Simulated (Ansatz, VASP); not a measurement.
# Tl2Te in two plane-wave programs, part 2 of 2

Aim: how closely do two programs agree when they are given the same cell, functional and k mesh? The cell is generated by rule, not measured, and may not be a known phase. The cell is taken from a series of runs on this material, whose earlier steps may have relaxed, scaled, displaced or heated it; both programs get it as it stands.

VASP 6.6.1 and Ansatz 0.2.0.

So far: The structure; VASP: zone-centre phonons, PBEsol.

The structure was built from a prototype and need not be the compound's stable phase.

## 3. Ansatz: zone-centre phonons, PBEsol

Level of this step: Ansatz beside VASP: Kohn-Sham DFT, plane waves, PBEsol (Ansatz).

Ansatz runs on its default PAW (the set named soft_2) files.

The same cell, functional, mesh and smearing now go to Ansatz, which takes its cutoff from its data sets.

File input.yaml:

```yaml
crystal:
  lattice:
    - [0.0, 3.8354657154, 3.8354657154]
    - [3.8354657154, 0.0, 3.8354657154]
    - [3.8354657154, 3.8354657154, 0.0]
  atoms:
    - { symbol: Te, position: [0.0, 0.0, 0.0] }
    - { symbol: Tl, position: [0.25, 0.25, 0.25] }
    - { symbol: Tl, position: [0.75, 0.75, 0.75] }
kpoints:
  mp_grid: { grid: [8, 8, 8] }
hamiltonian:
  xc: pbesol
scf:
  occupations: { method: gaussian, width: 0.01 }
output:
  eigenvalues: true
phonons:
  method: dfpt
  qmesh: [2, 2, 2]
  temperatures: { t_max: 1000, t_step: 50 }
  qpath:
    path:
      - [[0.0, 0.0, 0.0], [0.5, 0.0, 0.5], [0.625, 0.25, 0.625]]
      - [[0.375, 0.375, 0.75], [0.0, 0.0, 0.0], [0.5, 0.5, 0.5], [0.5, 0.25, 0.75], [0.5, 0.0, 0.5]]
    npoints: 10
```

Command:

```sh
> ansatz run input.yaml --threads 4 --pin off --max-ram 7168MiB --backend cpu --events-out ev --progress --plain --runs-dir out
```

Numbers of over 12 decimals in the logs are rounded to 6 here.

Output:

```text
Warning: phonons: the dynamical matrix that this run interpolates holds no multipole term above the dipole-dipole one, and a site of this crystal is no centre of inversion, so its interpolated transverse optical and acoustic branches and sound speeds can stay off near Gamma, and the density of states and the thermodynamics with them. What a run solves at a wave vector of phonons.qpoints, Gamma apart, where the deck admits one, is free of this, and under fd what a larger phonons.supercell samples
Engine: ansatz 0.2.0, aarch64-unknown-linux-gnu
Pseudopotentials: kind: paw
Pseudopotential: Te, paw, valence charge 16, recommended cutoff 420 eV (normal), Te.paw.azcp
Pseudopotential: Tl, paw, valence charge 13, recommended cutoff 420 eV (normal), Tl.paw.azcp
Functional definition: PBEsol
  exchange = pbesol_x
  correlation = pbesol_c
Crystal: 3 atoms, lattice volume = 112.846 Å³
Basis set: ecut = 420 eV, 2229 PW (Γ), exchange–correlation on 80×80×80 points (8 copies of the dense FFT grid, shifted against one another)
Bands: 26, of which v1, the nominal top of the filled ones, is band 21 counted from 1 (20 counted from 0)
Symmetry: 48 space group operations
k-points: 29 of 512
Non-local potential: Te, projectors of the file, l = 0: 2, l = 1: 2, l = 2: 2, l = 3: 2
Non-local potential: Tl, projectors of the file, l = 0: 2, l = 1: 2, l = 2: 2, l = 3: 1
PAW form: soft (Blöchl's): semilocal exchange-correlation on the pseudo side does not see the compensation charge
PAW frozen core: Te, regenerated for the run's functional, and the local potential with it (the file was generated under x = pbe(κ = 0.804, μ = 0.219515), c = pbe(β = 0.066725))
PAW frozen core: Tl, regenerated for the run's functional, and the local potential with it (the file was generated under x = pbe(κ = 0.804, μ = 0.219515), c = pbe(β = 0.066725))
PAW one-centre angular grid: Te, 590 points (default); XC on 64 Gauss nodes
PAW one-centre angular grid: Tl, 590 points (default); XC on 64 Gauss nodes
Initial density: superposition of atomic densities (neutral atoms: chi_scale 0, normalization atom), corrected by the library's trained network
Initial wavefunctions: pseudopotential atomic-orbital guess
Functional: x = pbesol(κ = 0.804, μ = 0.123457), c = pbesol(β = 0.046)
SCF iter   1: F=—  HF=-29493.346058 eV  |F-HF|=—  |Δ(HF+E_count)|=         —  Δρ=2.35e-3  dr2=9.54e-3  ethr=1.77e-3  ⟨swp⟩=7.1  Hψ=3466  notcnv=0
preconditioner: auto → none  [insulator: Δε(μ)=0.149 eV  Ē_g=11.658 eV  σ=0.010 eV  W_gap=1.00  n_scr=14 (ndim 8)  ℏωp=19.8 eV  f_vac=0.105  D(μ)=0.00/eV (n_scr^D=0)  ε∞_Penn≈3.9]
SCF iter   2: F=—  HF=-29493.339659 eV  |F-HF|=—  |Δ(HF+E_count)|=   6.40e-3  Δρ=7.18e-4  dr2=7.23e-4  ethr=2.27e-5  ⟨swp⟩=3.0  Hψ=1678  notcnv=0  defer=29
SCF iter   3: F=—  HF=-29493.339530 eV  |F-HF|=—  |Δ(HF+E_count)|=   1.29e-4  Δρ=3.18e-4  dr2=7.06e-5  ethr=1.72e-6  ⟨swp⟩=2.0  Hψ=1007  notcnv=0  defer=29
SCF iter   4: F=—  HF=-29493.339542 eV  |F-HF|=—  |Δ(HF+E_count)|=   1.28e-5  Δρ=1.40e-4  dr2=9.17e-6  ethr=1.68e-7  ⟨swp⟩=2.3  Hψ=1020  notcnv=0  defer=29
SCF iter   5: F=—  HF=-29493.339553 eV  |F-HF|=—  |Δ(HF+E_count)|=   1.11e-5  Δρ=2.12e-5  dr2=2.42e-7  ethr=2.18e-8  ⟨swp⟩=2.3  Hψ=1068  notcnv=0  defer=29
SCF iter   6: F=—  HF=-29493.339553 eV  |F-HF|=—  |Δ(HF+E_count)|=   2.32e-7  Δρ=1.45e-6  dr2=1.31e-9  ethr=5.76e-10  ⟨swp⟩=2.0  Hψ=1046  notcnv=0  defer=29
SCF iter   7: F=—  HF=-29493.339553 eV  |F-HF|=—  |Δ(HF+E_count)|=   4.74e-9  Δρ=2.07e-7  dr2=4.18e-11  ethr=3.12e-12  ⟨swp⟩=2.1  Hψ=1247  notcnv=0  defer=29
SCF iter   8: F=-29493.339553 eV  HF=-29493.339553 eV  |F-HF|=7.28e-12  |Δ(HF+E_count)|=  1.09e-10  Δρ=2.10e-8  dr2=9.20e-13  ethr=1.00e-12  ⟨swp⟩=10.3  Hψ=4212  notcnv=0
SCF 1 converged in 8 iterations: F = -29493.339553 eV  dr2 = 9.20e-13
  greatest PAW one-centre occupation: 0.998 electrons in one spin orbital (limit 2), on the Te atom at site 0 (counted from 0), in its partial waves of l = 2
Initial density: read from a saved state, or passed on in memory by an earlier SCF of this step, an earlier step, the calling program or the single point that the run made first
iter 1 solved again at ethr=1.14e-7 eV; its pass at ethr=3.10e-3 eV (dr2=4.77e-5 eV) is discarded
SCF iter   1: F=—  HF=-29493.339552 eV  |F-HF|=—  |Δ(HF+E_count)|=         —  Δρ=7.78e-7  dr2=4.70e-10  ethr=1.14e-7  ⟨swp⟩=4.0  Hψ=5751  notcnv=0
eigensolver tolerance schedule: the retry pair's looser diagonalisation over-reported the residual by 101422.92 of it (diagonalisation noise at an unbounded share of the residual, at the tolerance the schedule requests for it); recorded, not acted on — ethr = c·dr2/N_el stays at c = 1.0e-1
preconditioner: auto → none  [insulator: Δε(μ)=0.111 eV  Ē_g=11.689 eV  σ=0.010 eV  W_gap=1.00  n_scr=14 (ndim 8)  ℏωp=19.8 eV  f_vac=0.105  D(μ)=0.00/eV (n_scr^D=0)  ε∞_Penn≈3.9]
[...]
SCF 2 converged in 5 iterations: F = -29493.339553 eV  dr2 = 7.28e-12
k-points: 59 of 512 (irreducible under 8 space group operations, time reversal used)
[...]
eigensolver tolerance schedule: the retry pair's looser diagonalisation over-reported the residual by 2293787.99 of it (diagonalisation noise at an unbounded share of the residual, at the tolerance the schedule requests for it); recorded, not acted on — ethr = c·dr2/N_el stays at c = 1.0e-1
preconditioner: auto → none  [insulator: Δε(μ)=0.111 eV  Ē_g=11.691 eV  n_scr=14 (ndim 8)  ℏωp=19.8 eV  f_vac=0.105  ε∞_Penn≈3.9]
[...]
SCF iter   3: F=-29493.339553 eV  HF=-29493.339553 eV  |F-HF|=3.64e-12  |Δ(HF+E_count)|=  1.82e-11  Δρ=1.22e-7  dr2=7.19e-12  ethr=1.00e-12  ⟨swp⟩=1.0  Hψ=3245  notcnv=0
SCF 3 converged in 3 iterations: F = -29493.339553 eV  dr2 = 7.19e-12
NSCF: frozen V_eff on 59 k-points
NSCF: frozen V_eff on 59 k-points
[...]
DFPT response loops at Γ: preconditioner auto → Resta (q_TF=auto, 2.314 Å⁻¹)  ε∞=23.2 (no band partly filled); β = 1.00, the filter's whole step (`scf.mixing.beta` (0.50) is not read by the response loops at its default; to damp them type it under 1.00, their step now; it binds the ground state too); Broyden in place of MSR1
k-points: 163 of 1728 (irreducible under 8 space group operations, time reversal used)
iter 1 solved again at ethr=9.05e-7 eV; its pass at ethr=3.10e-3 eV (dr2=3.80e-4 eV) is discarded
SCF iter   1: F=—  HF=-29493.341728 eV  |F-HF|=—  |Δ(HF+E_count)|=         —  Δρ=2.70e-4  dr2=2.69e-4  ethr=9.05e-7  ⟨swp⟩=3.0  Hψ=26580  notcnv=0  defer=480
preconditioner: auto → none  [insulator: Δε(μ)=0.215 eV  Ē_g=11.687 eV  n_scr=14 (ndim 8)  ℏωp=19.8 eV  f_vac=0.105  ε∞_Penn≈3.9]
SCF iter   2: F=—  HF=-29493.341687 eV  |F-HF|=—  |Δ(HF+E_count)|=   4.18e-5  Δρ=1.21e-4  dr2=4.08e-5  ethr=6.41e-7  ⟨swp⟩=2.0  Hψ=5046  notcnv=0  defer=464
SCF iter   3: F=—  HF=-29493.341677 eV  |F-HF|=—  |Δ(HF+E_count)|=   1.01e-5  Δρ=5.46e-5  dr2=5.41e-6  ethr=9.71e-8  ⟨swp⟩=2.0  Hψ=5033  notcnv=0  defer=270
SCF iter   4: F=—  HF=-29493.341679 eV  |F-HF|=—  |Δ(HF+E_count)|=   2.33e-6  Δρ=1.21e-5  dr2=3.71e-7  ethr=1.29e-8  ⟨swp⟩=2.1  Hψ=5082  notcnv=0  defer=187
SCF iter   5: F=—  HF=-29493.341679 eV  |F-HF|=—  |Δ(HF+E_count)|=   2.05e-7  Δρ=3.35e-6  dr2=1.40e-8  ethr=8.82e-10  ⟨swp⟩=2.0  Hψ=6681  notcnv=0  defer=164
SCF iter   6: F=—  HF=-29493.341679 eV  |F-HF|=—  |Δ(HF+E_count)|=   2.98e-8  Δρ=7.52e-7  dr2=6.05e-10  ethr=3.33e-11  ⟨swp⟩=2.1  Hψ=7512  notcnv=0  defer=164
SCF iter   7: F=—  HF=-29493.341679 eV  |F-HF|=—  |Δ(HF+E_count)|=  2.40e-10  Δρ=3.28e-7  dr2=1.01e-10  ethr=1.00e-12  ⟨swp⟩=9.4  Hψ=19641  notcnv=0
SCF iter   8: F=-29493.341679 eV  HF=-29493.341679 eV  |F-HF|=2.18e-11  |Δ(HF+E_count)|=  7.28e-12  Δρ=9.39e-8  dr2=8.26e-12  ethr=1.00e-12  ⟨swp⟩=2.2  Hψ=8357  notcnv=0
SCF 4 converged in 8 iterations: F = -29493.341679 eV  dr2 = 8.26e-12
NSCF: frozen V_eff on 163 k-points
NSCF: frozen V_eff on 29 k-points
WARN: eigensolver did not converge in 2 slots of this pass, the one above among them; of largest residual over every band (k=7): 1 band(s) unlocked (lowest unlocked band 25, counted from 0; max residual 2.25e-4 eV among the unlocked bands, 2.25e-4 eV over every band); of lowest unlocked band (k=3): band 25
NSCF: frozen V_eff on 59 k-points
DFPT response loops at q = (0, 0, 0) (fractional): mixed as the last ones told, above
NSCF: frozen V_eff on 300 k-points
DFPT response loops at q = (0, 0, -0.5) (fractional): mixed as the last ones told, above
NSCF: frozen V_eff on 190 k-points
DFPT response loops at q = (0, -0.5, -0.5) (fractional): mixed as the last ones told, above
SCF converged after 8 iterations
Free energy (F): -29493.339553 eV
Harris-Foulkes:  -29493.339553 eV  (|F-HF|=7.28e-12)
Internal energy: -29493.339553 eV  (E = F + TS)
E sigma→0 (E₀):  -29493.339553 eV
Fermi energy:    7.235851 eV
--- Per-component energies (eV) ---
  E_band       = -350.472471
  E_kinetic    = 845.333436
  E_local      = -3672.802443  (includes V_loc(G=0)·N_el)
  E_nonlocal   = 331.065307
  E_hartree    = 1728.619026
  E_xc         = -581.386633
  E_vxc        = -388.682295  (∫ρ·V_xc dr)
  E_paw        = -24616.526004  (= ΣΔE_a)
  E_vpaw       = -922.624465  (= ΣTr[D̂ρ^β])
  E_aug_tail   = -0.000130  (compensation charges beyond the density's cutoff)
  E_ewald      = -3528.093457
  E_core_change = 0.451345  (= ΣΔE_core)
  E_smearing   = -0.000000  (= −TS)
  E_closure    = -0.000000  (closes the sum)
  Σ components = -29493.339553   (vs F -29493.339553, Δ=0.00e0)
--- Band table (eV; the first three rows and the last of 29) ---
  k-point 0: bands = [... 17 lower, 3.1956, 5.2599, 5.2599, 5.2599, 7.6469, 7.6469, 7.6469, 11.5570, ... 1 higher]
  k-point 1: bands = [... 17 lower, 2.9442, 5.1510, 5.1510, 5.3050, 7.8397, 7.8397, 8.3074, 11.1321, ... 1 higher]
  k-point 2: bands = [... 17 lower, 2.3664, 4.9395, 4.9395, 5.7847, 8.2018, 8.2018, 9.3264, 10.9418, ... 1 higher]
  k-point 28: bands = [... 17 lower, 0.7500, 3.6741, 6.0385, 6.0385, 7.9484, 8.8860, 11.1676, 11.1676, ... 1 higher]
--- Phonons (Γ-DFPT): 2 representative perturbations + reference (Σ response iterations 6) ---
  ASR residual: 3.533e-5 → 0.000e0 eV/Å²; symmetrization residual: 1.717e-5 eV/Å²
  ASR residual per site (eV/Å²): 3.53e-5 2.95e-5 2.95e-5
  Γ frequencies (cm⁻¹): 0.00 0.00 0.00 56.55 56.55 56.55 76.39 76.39 76.39
--- Phonons (arbitrary-q DFPT): 3 irreducible q on the 2×2×2 mesh ---
  q = [0.0000, 0.0000, 0.0000] (star 1, of the zone-centre solve; hermiticity 1.65e-5, symmetrization 2.70e-11): -0.00 -0.00 0.00 56.55 56.55 56.55 76.39 76.39 76.39
  q = [0.0000, 0.0000, -0.5000] (star 4, 2 solved perturbations on 150 of 512 k-point pairs; hermiticity 8.21e-6, symmetrization 1.15e-11): 17.42 17.42 45.72 49.53 49.53 58.00 70.56 83.31 83.31
  q = [0.0000, -0.5000, -0.5000] (star 3, 4 solved perturbations in 308 linear systems a pass and spin channel, the states on 95 of 512 k-point pairs; hermiticity 1.30e-6, symmetrization 1.65e-12): -25.49 -25.49 41.25 41.85 41.85 62.52 75.37 75.37 82.15
  sum rule: each row above includes the acoustic sum rule's correction from the zone centre's row sums; it moved no ω² by more than (0.27 cm⁻¹)²
  mesh force constants: q→R imaginary residual 4.40e-17; ASR residual 3.533e-5 → 0.000e0 eV/Å²; symmetrization residual 1.554e-15 eV/Å²
  interpolated dispersion: 62 rows × 9 modes
  density of states and harmonic sums: on the 14×14×14 q-mesh, interpolated from the force constants of a 2×2×2 supercell (no non-analytic term)
  largest difference from the sums on the solved wave vectors: F 2.25e-1 eV, S 2.79e-4 and C_V 5.48e-5 eV/K
  zero-point energy: 0.027862 eV/cell   skipped modes (ω ≤ 0): 60, of them read as no rigid motion or as one in doubt: 57 (5.051e-1 modes/cell left out, lowest -25.49 cm⁻¹)   left out of the sums: 5.62e-2 of the cell's modes: C_V's classical limit lies that fraction below 3 k_B per atom; for a crystal, a wire or a layer, F and S can be off by more, and a phonons.interpolated_qmesh denser along its periods is the remedy for the sampling
```

The column dr2 measures how far the density is from self-consistency, as an energy; F and HF (Harris–Foulkes) agree once it is small.

## 4. Comparison

Known differences besides the potentials themselves: VASP's run holds the zone centre alone; the data sets hold 42 valence electrons in Ansatz (on its default PAW (the set named soft_2) files) and 32 in VASP; the cutoff is 420 eV in Ansatz and 500 eV in VASP; Ansatz makes its cores anew for this functional, VASP keeps those of its PBE data sets. Total energies have different zeros and are not compared.

Compared:

```
                  quantity  Ansatz  VASP  difference
optical mode 1 to 3 (cm⁻¹)    56.5  56.3     +0.51 %
optical mode 4 to 6 (cm⁻¹)    76.4  76.6     -0.28 %
```

Modes are paired by rising frequency, not by their patterns, so a pair may set unlike modes beside each other; they are those without the splitting of longitudinal modes.

## 5. What came out

```
r.m.s. difference of the optical zone-centre modes, each program's sorted by frequency (zone-centre phonons, PBEsol) : 0.25 cm⁻¹
difference in optical mode 1 to 3 (zone-centre phonons, PBEsol)                                                      : +0.5 %
```

The r.m.s. difference of the optical zone-centre modes, each program's sorted by frequency is 0.25 cm⁻¹ (zone-centre phonons, PBEsol). The data sets hold unlike numbers of valence electrons (42 in Ansatz and 32 in VASP), so part of the differences comes from the potentials. Among the rows given in per cent, the largest difference of the zone-centre phonons, PBEsol pair is in optical mode 1 to 3, +0.5 %. Such differences can come from data sets, numerical settings and the points named under the comparisons, not from the functional's error against experiment.

[Lines on the potential files, build, host, timing and source positions are cut from VASP's logs without a mark.]

[Logs are printed without paths, hosts, clocks, repeated set-up lines and the standing remarks that a program may print on its own settings, such as how far it seeks lower states.]

[Hosts, paths, dates, database ids (printed as entryN), source tags and the programs' standing remarks are cut or masked in the printed files.]
